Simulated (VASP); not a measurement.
VASP input:

### KPOINTS
```
Automatic mesh
0
Gamma
12 12 12
0 0 0
```

### POSCAR
```
SiMo
1
   -0.0000000000     2.4653376353     2.4653376353
    2.4653376353    -0.0000000000     2.4653376353
    2.4653376353     2.4653376353     0.0000000000
Si Mo
1 1
Direct
  0.0000000000   0.0000000000   0.0000000000
  0.5000000000   0.5000000000   0.5000000000
```

INCAR:
```
# general
SYSTEM  = SiMo
PREC    = Accurate
ENCUT   = 400
LREAL   = F
LASPH   = T

# electronic loop
EDIFF   = 1E-6
NELM    = 100
ALGO    = Normal
LMAXMIX = 4

# smearing
ISMEAR  = 1
SIGMA   = 0.1

# ions
IBRION  = 2
NSW     = 60
ISIF    = 3
EDIFFG  = -0.01

# output
LWAVE   = F
LCHARG  = F
```

POTCAR, in this order: Si Mo_sv (LDA.64 set). Program: vasp_std.

Problem. Write an equivalent input for Ansatz.

Solution. One equivalent input (not run):
Ansatz 0.2 input:
```yaml
crystal:
  lattice:
    - [0.0000000, 2.4653376, 2.4653376]
    - [2.4653376, 0.0000000, 2.4653376]
    - [2.4653376, 2.4653376, 0.0000000]
  atoms:
    - { symbol: Si, position: [0.0000000, 0.0000000, 0.0000000] }
    - { symbol: Mo, position: [0.5000000, 0.5000000, 0.5000000] }
kpoints:
  mp_grid: { grid: [12, 12, 12] }
hamiltonian:
  xc: lda
  pseudopotentials: { kind: paw }
scf:
  occupations: { method: methfessel_paxton, width: 0.1 }
  max_iter: 100
relax:
  max_steps: 60
  f_tol: 0.01
  cell: {}
output: { forces: true, stress: true, eigenvalues: true }
```
What does not carry over: each code has its own PAW files, so the cut-off isn't converted (ENCUT is set for VASP's; basis.ecutwfc is left out, and Ansatz then takes the one that its files recommend); Ansatz stops its SCF on the density residual and VASP on the energy change (EDIFF); Ansatz's lda is the Perdew-Wang form, while the LDA potentials of VASP carry Perdew-Zunger's.

The structure was generated: SiMo was put into the rocksalt type (Fm-3m), which need not be its known phase. This run relaxes it. Symmetry was kept, so distortions that lower it aren't found. The start is the result of an earlier pass.
